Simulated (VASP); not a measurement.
OSZICAR of a VASP run on Pd (fcc):

**OSZICAR**
```
       N       E                     dE             d eps       ncg     rms          rms(c)
DAV:   1     0.379701032962E+02    0.37970E+02   -0.52714E+03  2634   0.104E+03
DAV:   2    -0.560076753084E+01   -0.43571E+02   -0.42597E+02  2776   0.191E+02
DAV:   3    -0.597694348964E+01   -0.37618E+00   -0.37467E+00  3040   0.208E+01
DAV:   4    -0.597891992262E+01   -0.19764E-02   -0.19765E-02  2993   0.138E+00
DAV:   5    -0.597894332469E+01   -0.23402E-04   -0.23402E-04  3015   0.131E-01    0.738E+00
DAV:   6    -0.564528882965E+01    0.33365E+00   -0.16983E+00  2659   0.121E+01    0.333E+00
DAV:   7    -0.563603870774E+01    0.92501E-02   -0.50394E-03  2853   0.748E-01    0.184E+00
DAV:   8    -0.563199581534E+01    0.40429E-02   -0.11476E-03  2780   0.263E-01    0.386E-02
DAV:   9    -0.563200129919E+01   -0.54839E-05   -0.98969E-06  3529   0.372E-02    0.111E-02
DAV:  10    -0.563200449100E+01   -0.31918E-05   -0.12291E-06  2949   0.114E-02    0.130E-03
DAV:  11    -0.563200446703E+01    0.23970E-07   -0.32047E-08  1858   0.180E-03
   1 F= -.56320045E+01 E0= -.56319412E+01  d E =-.189844E-03
```

Question: Which electronic solver shows in the log?

Answer: It is blocked Davidson (ALGO = Normal, or the opening steps of other solvers). The INCAR had ALGO = Normal.

Question: Can the final energy be trusted as converged?

Answer: The calculation finished and met its thresholds. It stopped with EDIFF = 1E-7, NELM = 100 (AM05 GGA, plane waves, VASP's PBE PAW potentials (set 64)).

The compound is Pd in the fcc structure. This cell is one point of a volume scan, at 1.06 of the reference volume.
